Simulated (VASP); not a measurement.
SiC:

```
Si C
1.0
     0.00000    2.17900    2.17900
     2.17900    0.00000    2.17900
     2.17900    2.17900    0.00000
Si C
1 1
Direct
  0.00000 0.00000 0.00000
  0.25000 0.25000 0.25000
```

Base run:

```yaml
Program: VASP 6.6.1
Functional: PBE
Potentials_or_basis: VASP PAW PBE potentials, release 64 (Si, C)
Cutoff: 700 eV
k_mesh: 10 × 10 × 10
Occupations: gaussian, width 0.02 eV
Spin: no spin polarisation
```

Its results: band gap on the k mesh 1.36 eV, indirect (least direct gap 4.54 eV); pressure 3.0 GPa.

Problem. The run is repeated on the same cell with these changes: cutoff from 700 eV to 520 eV; k mesh from 10 × 10 × 10 to 4 × 4 × 4. What comes out?

Solution. Band gap on the k mesh 1.31 eV, indirect (least direct gap 4.51 eV); pressure 3.6 GPa.

Caveats: some runs use coarse meshes.

A k mesh can miss the band edges.
